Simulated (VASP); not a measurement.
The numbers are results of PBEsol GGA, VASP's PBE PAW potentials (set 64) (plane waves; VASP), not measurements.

VASP input:

### INCAR
```
ALGO = Normal
EDIFF = 1E-7
ENCUT = 480
GGA = PS
ISIF = 2
ISMEAR = 1
LASPH = T
LCHARG = F
LMAXMIX = 6
LREAL = F
LWAVE = F
NELM = 100
PREC = Accurate
SIGMA = 0.1
SYSTEM = Ta
```

### KPOINTS
```
Automatic mesh
0
G
  14 14 14
0 0 0
```

### POSCAR
```
Ta
1.0
 -1.6419152819   1.6419152819   1.6419152819
  1.6419152819  -1.6419152819   1.6419152819
  1.6419152819   1.6419152819  -1.6419152819
Ta
1
Cartesian
  0.0000000000   0.0000000000   0.0000000000
```

POTCAR, in this order: Ta_pv (PBE.64 set). Program: vasp_std.

What VASP printed:

OSZICAR:
```
       N       E                     dE             d eps       ncg     rms          rms(c)
DAV:   1     0.442430500566E+02    0.44243E+02   -0.64046E+03  1872   0.111E+03
DAV:   2    -0.123468671026E+02   -0.56590E+02   -0.55639E+02  2362   0.242E+02
DAV:   3    -0.130485425832E+02   -0.70168E+00   -0.67772E+00  2183   0.268E+01
DAV:   4    -0.130531878381E+02   -0.46453E-02   -0.45772E-02  2135   0.177E+00
DAV:   5    -0.130532161528E+02   -0.28315E-04   -0.28307E-04  2145   0.120E-01    0.143E+01
DAV:   6    -0.126774691934E+02    0.37575E+00   -0.41198E-01  1942   0.768E+00    0.696E+00
DAV:   7    -0.125592042440E+02    0.11826E+00   -0.33233E-01  1965   0.653E+00    0.362E-01
DAV:   8    -0.125572045338E+02    0.19997E-02   -0.27513E-03  2068   0.659E-01    0.499E-02
DAV:   9    -0.125572154955E+02   -0.10962E-04   -0.30408E-05  2135   0.707E-02    0.294E-02
DAV:  10    -0.125572136640E+02    0.18315E-05   -0.24789E-06  2027   0.229E-02    0.444E-03
DAV:  11    -0.125572138091E+02   -0.14513E-06   -0.33462E-08  1282   0.274E-03    0.213E-04
DAV:  12    -0.125572137735E+02    0.35584E-07   -0.18340E-09   976   0.506E-04
   1 F= -.12557214E+02 E0= -.12557345E+02  d E =0.394142E-03
```

**OUTCAR**
```
------------------------ aborting loop because EDIFF is reached ----------------------------------------
  FORCE on cell =-STRESS in cart. coord.  units (eV):
  Direction    XX          YY          ZZ          XY          YZ          ZX
  --------------------------------------------------------------------------------------
  Total       -0.0011007     -0.0011007     -0.0011007      0.0000000     -0.0000000     -0.0000000
  in kB       -0.0995992     -0.0995992     -0.0995992      0.0000000     -0.0000000     -0.0000000
  external PRESSURE =      -0.0995992 kB  Pullay stress =       0.0000000 kB
  volume of cell :       17.71
      direct lattice vectors                 reciprocal lattice vectors
    -1.641915282  1.641915282  1.641915282     0.000000000  0.304522411  0.304522411
     1.641915282 -1.641915282  1.641915282     0.304522411  0.000000000  0.304522411
     1.641915282  1.641915282 -1.641915282     0.304522411  0.304522411  0.000000000
 POSITION                                       TOTAL-FORCE (eV/Angst)
 -----------------------------------------------------------------------------------
      0.00000      0.00000      0.00000        -0.000000      0.000000     -0.000000
 -----------------------------------------------------------------------------------
    total drift:                                0.000000      0.000000      0.000000
  FREE ENERGIE OF THE ION-ELECTRON SYSTEM (eV)
  ---------------------------------------------------
  free  energy   TOTEN  =       -12.5572137735 eV

  energy  without entropy=      -12.5576079156  energy(sigma->0) =      -12.55734515
```
(Selected blocks of OUTCAR.)

The compound is Ta in the bcc structure. It was relaxed first.
